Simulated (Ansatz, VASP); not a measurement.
# CsPbCl3: VASP beside Ansatz, part 2 of 2

Wanted: the spread between two codes on one cell, functional and k mesh.

VASP 6.6.1 and Ansatz 0.2.0.

So far: The structure; VASP: electric field gradients, LDA.

### 3. Ansatz: electric field gradients, LDA

Level of this step: Ansatz beside VASP: Kohn-Sham DFT, plane waves, LDA (Ansatz).

Ansatz runs on its default PAW (the set named soft_2) files.

The same cell, functional (in two slightly different forms), mesh and smearing now go to Ansatz, which takes its cutoff from its data sets.

The input, input.yaml:

```yaml
crystal:
  lattice:
    - [5.605, 0.0, 0.0]
    - [0.0, 5.605, 0.0]
    - [0.0, 0.0, 5.605]
  atoms:
    - { symbol: Pb, position: [0.5, 0.5, 0.5] }
    - { symbol: Cs, position: [0.0, 0.0, 0.0] }
    - { symbol: Cl, position: [0.5, 0.5, 0.0] }
    - { symbol: Cl, position: [0.0, 0.5, 0.5] }
    - { symbol: Cl, position: [0.5, 0.0, 0.5] }
hamiltonian:
  xc: lda
  pseudopotentials: { kind: paw }
kpoints:
  mp_grid: { grid: [6, 6, 6] }
scf:
  occupations: { method: fermi_dirac, width: 0.05 }
  n_extra_bands: 5
output:
  forces: true
  stress: true
  eigenvalues: true
  efg: {}
```

Run with:

```sh
ansatz run input.yaml --threads 2 --pin off --max-ram 4608MiB --backend cpu --events-out ev --progress --plain --runs-dir out
```

Numbers of over 12 decimals in the logs are rounded to 6 here.

Output:

```text
scf.n_extra_bands = 5 over 22 filled bands (N_el = 44.0): the run solves 27 bands
Cs, Pb: output.efg is read without spin–orbit coupling, which moves field gradients at and beside such atoms by some per cent and up to a factor of two; PAW files take it under magnetization.noncollinear and magnetization.spin_orbit
Engine: ansatz 0.2.0, aarch64-unknown-linux-gnu
Pseudopotentials: kind: paw
Pseudopotential: Pb, paw, valence charge 14, recommended cutoff 420 eV (normal), Pb.paw.azcp
Pseudopotential: Cs, paw, valence charge 9, recommended cutoff 420 eV (normal), Cs.paw.azcp
Pseudopotential: Cl, paw, valence charge 7, recommended cutoff 420 eV (normal), Cl.paw.azcp
Functional definition: SPW92
  exchange = slater_x
  correlation = pw_c
Crystal: 5 atoms, lattice volume = 176.087 Å³
Basis set: ecut = 420 eV, 3407 PW (Γ)
Bands: 27, of which v1, the nominal top of the filled ones, is band 22 counted from 1 (21 counted from 0)
Symmetry: 48 space group operations
Space group: Pm-3m (ITA 221), of the structure as read, at distance tolerance 5.6e-5 Å
k-points: 20 of 216
Non-local potential: Pb, projectors of the file, l = 0: 2, l = 1: 2, l = 2: 2, l = 3: 2
Non-local potential: Cs, projectors of the file, l = 0: 3, l = 1: 2, l = 2: 2, l = 3: 2
Non-local potential: Cl, projectors of the file, l = 0: 2, l = 1: 2, l = 2: 2
PAW form: soft (Blöchl's): semilocal exchange-correlation on the pseudo side does not see the compensation charge
PAW frozen core: Pb, regenerated for the run's functional, and the local potential with it (the file was generated under x = pbe(κ = 0.804, μ = 0.219515), c = pbe(β = 0.066725))
PAW frozen core: Cs, regenerated for the run's functional, and the local potential with it (the file was generated under x = pbe(κ = 0.804, μ = 0.219515), c = pbe(β = 0.066725))
PAW frozen core: Cl, regenerated for the run's functional, and the local potential with it (the file was generated under x = pbe(κ = 0.804, μ = 0.219515), c = pbe(β = 0.066725))
PAW one-centre angular grid: Pb, 590 points (default); XC on 64 Gauss nodes
PAW one-centre angular grid: Cs, 194 points (default); XC on 64 Gauss nodes
PAW one-centre angular grid: Cl, 110 points (default); XC on 64 Gauss nodes
Initial density: superposition of atomic densities (neutral atoms: chi_scale 0, normalization atom), corrected by the library's trained network
Initial wavefunctions: pseudopotential atomic-orbital guess
Functional: x = slater, c = lda
SCF iter   1: F=—  HF=-20246.761261 eV  |F-HF|=—  |Δ(HF+E_count)|=         —  Δρ=5.38e-3  dr2=6.15e-2  ethr=1.77e-3  ⟨swp⟩=7.5  Hψ=2872  notcnv=0
preconditioner: auto → Resta (q_TF=auto, 2.165 Å⁻¹)  ε∞=3.0  [insulator: Δε(μ)=1.649 eV  Ē_g=12.933 eV  σ=0.050 eV  W_gap=1.00  n_scr=26 (ndim 8)  ℏωp=18.1 eV  f_vac=0.062  D(μ)=0.00/eV (n_scr^D=0)  ε∞_Penn≈3.0]
SCF iter   2: F=—  HF=-20246.742443 eV  |F-HF|=—  |Δ(HF+E_count)|=   1.88e-2  Δρ=2.52e-3  dr2=8.85e-3  ethr=1.40e-4  ⟨swp⟩=2.8  Hψ=1011  notcnv=0  defer=8
SCF iter   3: F=—  HF=-20246.739885 eV  |F-HF|=—  |Δ(HF+E_count)|=   2.56e-3  Δρ=6.15e-4  dr2=6.67e-4  ethr=2.01e-5  ⟨swp⟩=2.6  Hψ=947  notcnv=0  defer=9
SCF iter   4: F=—  HF=-20246.739780 eV  |F-HF|=—  |Δ(HF+E_count)|=   1.05e-4  Δρ=1.12e-4  dr2=3.09e-5  ethr=1.52e-6  ⟨swp⟩=2.4  Hψ=924  notcnv=0  defer=9
SCF iter   5: F=—  HF=-20246.739783 eV  |F-HF|=—  |Δ(HF+E_count)|=   3.00e-6  Δρ=3.34e-5  dr2=2.77e-6  ethr=7.02e-8  ⟨swp⟩=2.2  Hψ=939  notcnv=0  defer=9
SCF iter   6: F=-20246.739784 eV  HF=-20246.739784 eV  |F-HF|=3.61e-9  |Δ(HF+E_count)|=   1.14e-6  Δρ=4.68e-6  dr2=7.11e-8  ethr=2.27e-10  ⟨swp⟩=8.8  Hψ=3252  notcnv=0
SCF 1 converged in 6 iterations: F = -20246.739784 eV  dr2 = 7.11e-8
  greatest PAW one-centre occupation: 0.983 electrons in one spin orbital (limit 2), on the Pb atom at site 0 (counted from 0), in its partial waves of l = 2
SCF converged after 6 iterations
Free energy (F): -20246.739784 eV
Harris-Foulkes:  -20246.739784 eV  (|F-HF|=3.61e-9)
Internal energy: -20246.739784 eV  (E = F + TS)
E sigma→0 (E₀):  -20246.739784 eV
Fermi energy:    4.607427 eV
--- Per-component energies (eV) ---
  E_band       = -245.983191
  E_kinetic    = 911.582522
  E_local      = -2675.537327  (includes V_loc(G=0)·N_el)
  E_nonlocal   = 477.454646
  E_hartree    = 1006.742841
  E_xc         = -709.731982
  E_vxc        = -624.314238  (∫ρ·V_xc dr)
  E_paw        = -16877.815840  (= ΣΔE_a)
  E_vpaw       = -348.661994  (= ΣTr[D̂ρ^β])
  E_aug_tail   = 0.000343  (compensation charges beyond the density's cutoff)
  E_ewald      = -2380.199303
  E_core_change = 0.764318  (= ΣΔE_core)
  E_smearing   = -0.000000  (= −TS)
  E_closure    = 0.000000  (closes the sum)
  Σ components = -20246.739784   (vs F -20246.739784, Δ=0.00e0)
--- Forces (eV/Å), atoms counted from 1 ---
  atom   1  Pb     0.00000000     0.00000000     0.00000000
  atom   2  Cs    -0.00000000    -0.00000000    -0.00000000
  atom   3  Cl     0.00000000    -0.00000000     0.00000000
  atom   4  Cl     0.00000000     0.00000000     0.00000000
  atom   5  Cl     0.00000000    -0.00000000     0.00000000
  max |Σ_I F_I| component: 2.40e-29 eV/Å
--- Stress (GPa, compression-positive) ---
       -1.204054       0.000000       0.000000
        0.000000      -1.204054       0.000000
        0.000000       0.000000      -1.204054
  P = ⅓ Tr σ = -1.2041 GPa (-12.041 kbar)
--- PAW observables at the nuclei: V_zz in 10²¹ V/m², potentials from the cell's mean, atoms counted from 1 ---
  atom   1  Pb V_zz =    -0.000000   η = 0.0000   by run symmetry: forbidden
            electrostatic potential = -17472.639047 V   contact ρ = none
  atom   2  Cs V_zz =    +0.000000   η = 0.0000   by run symmetry: forbidden
            electrostatic potential = -9372.601888 V   contact ρ = none
  atom   3  Cl V_zz =    +8.750600   η = 0.0000   by run symmetry: allowed
            electrostatic potential = -1774.755992 V   contact ρ = none
  atom   4  Cl V_zz =    +8.750600   η = 0.0000   by run symmetry: allowed
            electrostatic potential = -1774.755992 V   contact ρ = none
  atom   5  Cl V_zz =    +8.750600   η = 0.0000   by run symmetry: allowed
            electrostatic potential = -1774.755992 V   contact ρ = none
--- Band table (eV; the first three rows and the last of 20) ---
  k-point 0: bands = [... 18 lower, 1.1868, 1.2988, 1.2988, 1.2988, 6.7622, 7.8220, 7.8220, 8.7830, ... 1 higher]
  k-point 1: bands = [... 18 lower, 1.1602, 1.2698, 1.2698, 1.2998, 7.0321, 8.0085, 8.0242, 8.8732, ... 1 higher]
  k-point 2: bands = [... 18 lower, 1.1080, 1.2112, 1.2112, 1.6139, 7.3334, 7.9205, 8.4923, 8.5637, ... 1 higher]
  k-point 19: bands = [... 18 lower, 1.6322, 1.6322, 1.6322, 3.7700, 5.5089, 5.5089, 5.5089, 8.5593, ... 1 higher]
```

Wall time 7.6 s (2 threads of Arm Neoverse N1, shared host); peak memory 0.52 GiB.

In the SCF lines HF is the Harris–Foulkes energy and dr2 the Hartree energy of the density residual, in eV; the loop may stop once dr2 is under the threshold and the program's other checks hold. Hψ counts applications of the Hamiltonian.

The run ends at a pressure of -1.20 GPa.

### 4. Side by side

Known differences besides the potentials themselves: the two LDA forms differ slightly; Ansatz adds the response of the frozen cores to the gradients, VASP leaves it out; the cutoff is 420 eV in Ansatz and 400 eV in VASP; VASP's log shows a relativistic correction to its local exchange, Ansatz's none. Total energies have different zeros and are not compared.

Compared:

| quantity | Ansatz | VASP | difference |
| --- | --- | --- | --- |
| pressure (GPa) | -1.20 | -1.15 | -0.06 |
| gap on the k mesh (eV) | 1.739 | 1.711 | +0.028 |
| Vzz at Cl3 (V/Å²) | 87.5 | 84.7 | +2.8 |
| Vzz at Cl4 (V/Å²) | 87.5 | 84.7 | +2.8 |
| Vzz at Cl5 (V/Å²) | 87.5 | 84.7 | +2.8 |

A gap on the mesh is an upper bound, since the band edges may lie between its points; neither run holds spin-orbit coupling, which can move the band edges of a compound of Pb.

### 5. VASP: electric field gradients, PBE

Field gradients test the density near the nuclei, where the PAW reconstruction matters most.

The input, INCAR:

```
SYSTEM = CsPbCl3
PREC = Accurate
ENCUT = 400
EDIFF = 1E-07
NELM = 100
ISMEAR = -1
SIGMA = 0.05
LREAL = .FALSE.
ALGO = Normal
GGA = PE
NBANDS = 28
LORBIT = 11
LWAVE = .FALSE.
LCHARG = .FALSE.
KPAR = 2
LEFG = .TRUE.
ICORELEVEL = 1
LASPH = .TRUE.
```

The input, POSCAR:

```
CsPbCl3
1.0
    5.6050000000      0.0000000000      0.0000000000
    0.0000000000      5.6050000000      0.0000000000
    0.0000000000      0.0000000000      5.6050000000
Pb Cs Cl
1 1 3
Direct
    0.5000000000      0.5000000000      0.5000000000
    0.0000000000      0.0000000000      0.0000000000
    0.5000000000      0.5000000000      0.0000000000
    0.0000000000      0.5000000000      0.5000000000
    0.5000000000      0.0000000000      0.5000000000
```

The input, KPOINTS:

```
Automatic mesh
0
Gamma
6 6 6
0 0 0
```

The projector-augmented-wave data sets are Pb_d, Cs_sv and Cl (PBE family, release 64).

Run with:

```sh
mpirun -np 2 vasp_std
```

Output:

```text
[banner, memory and clock lines left out]
running    2 mpi-ranks, on    1 nodes
[...]
LDA part: xc-table for (Slater+PW92), standard interpolation
 POSCAR, INCAR and KPOINTS ok, starting setup
[...]
entering main loop
       N       E                     dE             d eps       ncg     rms          rms(c)
DAV:   1     0.374807595825E+03    0.37481E+03   -0.17163E+04  1120   0.119E+03
DAV:   2     0.251389395300E+02   -0.34967E+03   -0.33865E+03  1348   0.303E+02
DAV:   3    -0.168012320623E+02   -0.41940E+02   -0.41403E+02  1404   0.116E+02
DAV:   4    -0.183002395455E+02   -0.14990E+01   -0.14948E+01  1516   0.277E+01
[...]
DAV:  12    -0.174998009887E+02   -0.22089E-05   -0.30809E-05  1560   0.698E-02    0.458E-03
DAV:  13    -0.174998009265E+02    0.62145E-07   -0.30317E-06  1620   0.161E-02    0.245E-03
DAV:  14    -0.174998010066E+02   -0.80071E-07   -0.70935E-07  1324   0.770E-03
ion   1
     0.0000000    -0.0000000    -0.0000000     0.0000000    -0.0000000     0.0000000
[...]
0.0000000     0.0000000    -0.0000000    33.0269349    -0.0000000   -57.2043293
     0.0000382     0.0000000    -0.0000000    33.0268153    -0.0000000   -57.2041222
     0.0000526     0.0000000    -0.0000000    33.0267430    -0.0000000   -57.2039969
     0.0000724     0.0000000    -0.0000000    33.0266230    -0.0000000   -57.2037891
     0.0000997     0.0000000    -0.0000000    33.0264254    -0.0000000   -57.2034468

ion   5
     0.0000000     0.0000000     0.0000000     1.9755432     0.0000000     3.4217412
     0.0000382     0.0000000     0.0000000     1.9755432     0.0000000     3.4217412
     0.0000526     0.0000000     0.0000000     1.9755432     0.0000000     3.4217412
     0.0000724     0.0000000     0.0000000     1.9755432     0.0000000     3.4217411
     0.0000997     0.0000000     0.0000000     1.9755431     0.0000000     3.4217410

     0.0000000     0.0000000     0.0000000    33.0269349     0.0000000    57.2043293
     0.0000382     0.0000000     0.0000000    33.0268153     0.0000000    57.2041222
     0.0000526     0.0000000     0.0000000    33.0267430     0.0000000    57.2039969
     0.0000724     0.0000000     0.0000000    33.0266230     0.0000000    57.2037891
     0.0000997     0.0000000     0.0000000    33.0264254     0.0000000    57.2034468

   1 F= -.17499801E+02 E0= -.17499801E+02  d E =-.140556E-09
```

Parts of OUTCAR (step 5):

```text
  Total        1.8857232      1.8857232      1.8857232      0.0000000      0.0000000     -0.0000000
  in kB       17.1578034     17.1578034     17.1578034      0.0000000      0.0000000     -0.0000000
  external PRESSURE =      17.1578034 kB  Pullay stress =       0.0000000 kB

  FREE ENERGIE OF THE ION-ELECTRON SYSTEM (eV)
  ---------------------------------------------------
  free  energy   TOTEN  =       -17.4998010066 eV

  energy  without entropy=      -17.4998010065  energy(sigma->0) =      -17.49980101

[... 3 parts as in an earlier step ...]

[... 1 further part left out ...]
[key lines of the parts left out:]
E-fermi :   2.7469
```

The run ends at a pressure of 1.72 GPa.

### 6. Ansatz: electric field gradients, PBE

The same cell, functional, mesh and smearing now go to Ansatz, which takes its cutoff from its data sets.

input.yaml, as its differences from that of step 3:

```diff
@@ -12,3 +12,3 @@
 hamiltonian:
-  xc: lda
+  xc: pbe
   pseudopotentials: { kind: paw }
```

Run with:

```sh
ansatz run input.yaml --threads 2 --pin off --max-ram 4608MiB --backend cpu --events-out ev --progress --plain --runs-dir out
```

Output:

```text
[...]
Crystal: 5 atoms, lattice volume = 176.087 Å³
Basis set: ecut = 420 eV, 3407 PW (Γ), exchange–correlation on 80×80×80 points (8 copies of the dense FFT grid, shifted against one another)
Bands: 27, of which v1, the nominal top of the filled ones, is band 22 counted from 1 (21 counted from 0)
Symmetry: 48 space group operations
[...]
k-points: 20 of 216
[...]
k-point 0: bands = [... 18 lower, 1.4660, 1.5732, 1.5732, 1.5732, 7.4558, 8.3909, 8.3909, 9.3007, ... 1 higher]
  k-point 1: bands = [... 18 lower, 1.4415, 1.5459, 1.5459, 1.5843, 7.7137, 8.5769, 8.5841, 9.3842, ... 1 higher]
  k-point 2: bands = [... 18 lower, 1.3926, 1.4909, 1.4909, 1.9277, 7.8638, 8.5303, 9.0303, 9.1456, ... 1 higher]
  k-point 19: bands = [... 18 lower, 1.8931, 1.8931, 1.8931, 4.1205, 6.0511, 6.0511, 6.0511, 9.2130, ... 1 higher]
[key lines of the parts left out:]
SCF converged after 6 iterations
Free energy (F): -20823.276071 eV
Fermi energy:    5.053039 eV
P = ⅓ Tr σ = 1.7722 GPa (17.722 kbar)
```

Wall time 7 s (2 threads); peak memory 0.54 GiB.

The run ends at a pressure of 1.77 GPa.

### 7. Side by side

Compared:

| quantity | Ansatz | VASP | difference |
| --- | --- | --- | --- |
| pressure (GPa) | 1.77 | 1.72 | +0.06 |
| gap on the k mesh (eV) | 1.931 | 1.939 | -0.008 |
| Vzz at Cl3 (V/Å²) | 86.2 | 83.7 | +2.5 |
| Vzz at Cl4 (V/Å²) | 86.2 | 83.7 | +2.5 |
| Vzz at Cl5 (V/Å²) | 86.2 | 83.7 | +2.5 |

A gap on the mesh is an upper bound, since the band edges may lie between its points; neither run holds spin-orbit coupling, which can move the band edges of a compound of Pb.

### 8. Ansatz: electric field gradients, PBEsol

Field gradients test the density near the nuclei, where the PAW reconstruction matters most.

input.yaml, as its differences from that of step 6:

```diff
@@ -12,3 +12,3 @@
 hamiltonian:
-  xc: pbe
+  xc: pbesol
   pseudopotentials: { kind: paw }
```

Output:

```text
[...]
Crystal: 5 atoms, lattice volume = 176.087 Å³
Basis set: ecut = 420 eV, 3407 PW (Γ), exchange–correlation on 80×80×80 points (8 copies of the dense FFT grid, shifted against one another)
Bands: 27, of which v1, the nominal top of the filled ones, is band 22 counted from 1 (21 counted from 0)
Symmetry: 48 space group operations
[...]
k-points: 20 of 216
[...]
k-point 0: bands = [... 18 lower, 1.3776, 1.4866, 1.4866, 1.4866, 7.2248, 8.2174, 8.2174, 9.1073, ... 1 higher]
  k-point 1: bands = [... 18 lower, 1.3520, 1.4585, 1.4585, 1.4944, 7.4866, 8.4021, 8.4146, 9.1919, ... 1 higher]
  k-point 2: bands = [... 18 lower, 1.3009, 1.4022, 1.4022, 1.8274, 7.6643, 8.3257, 8.8710, 8.9613, ... 1 higher]
  k-point 19: bands = [... 18 lower, 1.8140, 1.8140, 1.8140, 4.0212, 5.8210, 5.8210, 5.8210, 8.9913, ... 1 higher]
[key lines of the parts left out:]
SCF converged after 6 iterations
Free energy (F): -20530.623308 eV
Fermi energy:    4.888737 eV
P = ⅓ Tr σ = 0.1872 GPa (1.872 kbar)
```

It took 6.9 s on 2 threads; peak memory 0.54 GiB.

The run ends at a pressure of 0.19 GPa.

### 9. VASP: electric field gradients, PBEsol

The same cell, functional, mesh and smearing now go to VASP, with its own data sets and cutoff.

INCAR, as its differences from that of step 5:

```diff
@@ -9,3 +9,3 @@
 ALGO = Normal
-GGA = PE
+GGA = PS
 NBANDS = 28
```

POSCAR is that of step 5.

KPOINTS is that of step 5.

Run with:

```sh
mpirun -np 2 vasp_std
```

Output:

```text
[banner, memory and clock lines left out]
running    2 mpi-ranks, on    1 nodes
[...]
[... a notice as in an earlier step ...]

 LDA part: xc-table for (Slater+PW92), standard interpolation
 POSCAR, INCAR and KPOINTS ok, starting setup
[...]
entering main loop
       N       E                     dE             d eps       ncg     rms          rms(c)
DAV:   1     0.371322808329E+03    0.37132E+03   -0.17118E+04  1120   0.119E+03
DAV:   2     0.236843704620E+02   -0.34764E+03   -0.33660E+03  1360   0.302E+02
DAV:   3    -0.175256255815E+02   -0.41210E+02   -0.40674E+02  1400   0.115E+02
DAV:   4    -0.190323910790E+02   -0.15068E+01   -0.15021E+01  1500   0.278E+01
[...]
DAV:  12    -0.183841979927E+02   -0.40470E-05   -0.26252E-05  1488   0.604E-02    0.403E-03
DAV:  13    -0.183841979794E+02    0.13271E-07   -0.22007E-06  1620   0.136E-02    0.246E-03
DAV:  14    -0.183841980631E+02   -0.83705E-07   -0.72377E-07  1404   0.102E-02
ion   1
[...]
0.0000000     0.0000000     0.0000000    34.2010737    -0.0000000   -59.2379974
     0.0000382     0.0000000     0.0000000    34.2009499    -0.0000000   -59.2377829
     0.0000526     0.0000000     0.0000000    34.2008751    -0.0000000   -59.2376533
     0.0000724     0.0000000     0.0000000    34.2007508    -0.0000000   -59.2374381
     0.0000997     0.0000000     0.0000000    34.2005462    -0.0000000   -59.2370837

ion   5
     0.0000000    -0.0000000    -0.0000000     2.0579755    -0.0000000     3.5645181
     0.0000382    -0.0000000    -0.0000000     2.0579755    -0.0000000     3.5645181
     0.0000526    -0.0000000    -0.0000000     2.0579755    -0.0000000     3.5645181
     0.0000724    -0.0000000    -0.0000000     2.0579755    -0.0000000     3.5645181
     0.0000997    -0.0000000    -0.0000000     2.0579754    -0.0000000     3.5645180

     0.0000000    -0.0000000    -0.0000000    34.2010737    -0.0000000    59.2379974
     0.0000382    -0.0000000    -0.0000000    34.2009499    -0.0000000    59.2377829
     0.0000526    -0.0000000    -0.0000000    34.2008751    -0.0000000    59.2376533
     0.0000724    -0.0000000    -0.0000000    34.2007508    -0.0000000    59.2374381
     0.0000997    -0.0000000    -0.0000000    34.2005462    -0.0000000    59.2370837

   1 F= -.18384198E+02 E0= -.18384198E+02  d E =-.492467E-09
```

Parts of OUTCAR (step 9):

```text
  Total        0.1727734      0.1727734      0.1727734      0.0000000      0.0000000     -0.0000000
  in kB        1.5720295      1.5720295      1.5720295      0.0000000      0.0000000     -0.0000000
  external PRESSURE =       1.5720295 kB  Pullay stress =       0.0000000 kB

  FREE ENERGIE OF THE ION-ELECTRON SYSTEM (eV)
  ---------------------------------------------------
  free  energy   TOTEN  =       -18.3841980631 eV

  energy  without entropy=      -18.3841980626  energy(sigma->0) =      -18.38419806

[... 3 parts as in an earlier step ...]

[... 1 further part left out ...]
[key lines of the parts left out:]
E-fermi :   2.5847
```

The PAW data sets were made with PBE, which is usual practice but a small mismatch for other functionals.

### 10. Side by side

Both answers:

| quantity | Ansatz | VASP | difference |
| --- | --- | --- | --- |
| pressure (GPa) | 0.19 | 0.16 | +0.03 |
| gap on the k mesh (eV) | 1.800 | 1.806 | -0.006 |
| Vzz at Cl3 (V/Å²) | 89.0 | 86.6 | +2.4 |
| Vzz at Cl4 (V/Å²) | 89.0 | 86.6 | +2.4 |
| Vzz at Cl5 (V/Å²) | 89.0 | 86.6 | +2.4 |

A gap on the mesh is an upper bound, since the band edges may lie between its points; neither run holds spin-orbit coupling, which can move the band edges of a compound of Pb.

### 11. Summary of results

```yaml
difference_in_vzz_at_cl3_electric_field_gradients_lda: 2.8 V/Å²
difference_in_vzz_at_cl3_electric_field_gradients_pbe: 2.5 V/Å²
difference_in_vzz_at_cl3_electric_field_gradients_pbesol: 2.4 V/Å²
```

The difference in Vzz at Cl3 is 2.8 V/Å² (electric field gradients, LDA). 2 further runs of this series are not shown here. Such differences can come from data sets, numerical settings and the points named under the comparisons, not from the functional's error against experiment.

[Lines on the potential files, build, host, timing and source positions are cut from VASP's logs without a mark.]

[Logs are printed without paths, hosts, clocks, repeated set-up lines and the standing remarks that a program may print on its own settings, such as how far it seeks lower states.]

[Hosts, paths, dates, database ids (printed as entryN), source tags and the programs' standing remarks are cut or masked in the printed files.]
